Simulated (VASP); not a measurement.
Output of a VASP run:

**OSZICAR**
```
       N       E                     dE             d eps       ncg     rms          rms(c)
DAV:   1     0.386173115860E+03    0.38617E+03   -0.24026E+04   920   0.195E+03
DAV:   2    -0.288091192669E+02   -0.41498E+03   -0.40519E+03  1120   0.504E+02
DAV:   3    -0.526391591645E+02   -0.23830E+02   -0.23774E+02  1179   0.113E+02
DAV:   4    -0.532188908343E+02   -0.57973E+00   -0.57934E+00  1659   0.165E+01
DAV:   5    -0.532230545205E+02   -0.41637E-02   -0.41633E-02  1172   0.120E+00    0.390E+01
DAV:   6    -0.453485887453E+02    0.78745E+01   -0.41109E+01  1103   0.466E+01    0.159E+01
DAV:   7    -0.451352279951E+02    0.21336E+00   -0.22353E+00  1249   0.104E+01    0.994E+00
DAV:   8    -0.450513192298E+02    0.83909E-01   -0.29385E-01  1243   0.480E+00    0.112E+00
DAV:   9    -0.450463652707E+02    0.49540E-02   -0.23909E-02  1245   0.113E+00    0.228E-01
DAV:  10    -0.450456093807E+02    0.75589E-03   -0.48282E-03  1282   0.547E-01    0.689E-02
DAV:  11    -0.450455964763E+02    0.12904E-04   -0.34374E-04  1231   0.156E-01    0.272E-02
DAV:  12    -0.450455980363E+02   -0.15601E-05   -0.25411E-05  1410   0.370E-02    0.604E-03
DAV:  13    -0.450455978488E+02    0.18753E-06   -0.10655E-06   811   0.811E-03
   1 F= -.43151104E+02 E0= -.43151104E+02  d E =-.431511E+02
```

### OUTCAR
```
------------------------ aborting loop because EDIFF is reached ----------------------------------------
  FORCE on cell =-STRESS in cart. coord.  units (eV):
  Direction    XX          YY          ZZ          XY          YZ          ZX
  --------------------------------------------------------------------------------------
  Total        1.8830998      1.8830998      1.8830998     -0.0000000     -0.0000000     -0.0000000
  in kB       49.6992886     49.6992886     49.6992886     -0.0000000     -0.0000000     -0.0000000
  external PRESSURE =      -0.3007114 kB  Pullay stress =      50.0000000 kB
  volume of cell :       60.71
      direct lattice vectors                 reciprocal lattice vectors
     3.930169244  0.000000000  0.000000000     0.254441969  0.000000000  0.000000000
     0.000000000  3.930169244  0.000000000     0.000000000  0.254441969  0.000000000
     0.000000000  0.000000000  3.930169244     0.000000000  0.000000000  0.254441969
 POSITION                                       TOTAL-FORCE (eV/Angst)
 -----------------------------------------------------------------------------------
      0.00000      0.00000      0.00000         0.000000      0.000000      0.000000
      1.96508      1.96508      1.96508         0.000000      0.000000      0.000000
      1.96508      0.00000      1.96508         0.000000      0.000000      0.000000
      0.00000      1.96508      1.96508         0.000000      0.000000      0.000000
      1.96508      1.96508      0.00000         0.000000      0.000000      0.000000
 -----------------------------------------------------------------------------------
    total drift:                                0.000000     -0.000000     -0.000000
  FREE ENERGIE OF THE ION-ELECTRON SYSTEM (eV)
  ---------------------------------------------------
  free  energy   TOTEN  =       -45.0455978488 eV

  energy  without entropy=      -45.0455978488  energy(sigma->0) =      -45.04559785
  enthalpy is  TOTEN    =       -43.1511040846 eV   P V=        1.8944937642

 reached required accuracy - stopping structural energy minimisation
```
(Selected blocks of OUTCAR.)

POSCAR:
```
KTaO3
1
    3.9301692442    -0.0000000000    -0.0000000000
   -0.0000000000     3.9301692442    -0.0000000000
    0.0000000000    -0.0000000000     3.9301692442
K Ta O
1 1 3
Direct
  0.0000000000   0.0000000000   0.0000000000
  0.5000000000   0.5000000000   0.5000000000
  0.5000000000   0.0000000000   0.5000000000
  0.0000000000   0.5000000000   0.5000000000
  0.5000000000   0.5000000000   0.0000000000
```

Problem. Reconstruct the remaining input files.

Solution. This is not unique; one that fits is the input of the run itself, LDA (Ceperley-Alder, Perdew-Zunger), plane waves, VASP's LDA PAW potentials (set 64).

**INCAR**
```
SYSTEM = KTaO3
PREC = Accurate
ENCUT = 620
EDIFF = 1E-6
NELM = 100
ALGO = Normal
LREAL = .FALSE.
LASPH = .TRUE.
ISMEAR = 0
SIGMA = 0.05
LMAXMIX = 6
LWAVE = .FALSE.
LCHARG = .FALSE.
IBRION = 2
ISIF = 3
NSW = 40
EDIFFG = -0.02
PSTRESS = 50
```

File KPOINTS:
```
Automatic mesh
0
Gamma
6 6 6
0 0 0
```

POTCAR, in this order: K_sv Ta_pv O (LDA.64 set). Program: vasp_std.

The compound is KTaO3 in the cubic perovskite structure. It was relaxed first under an external pressure of 5 GPa.
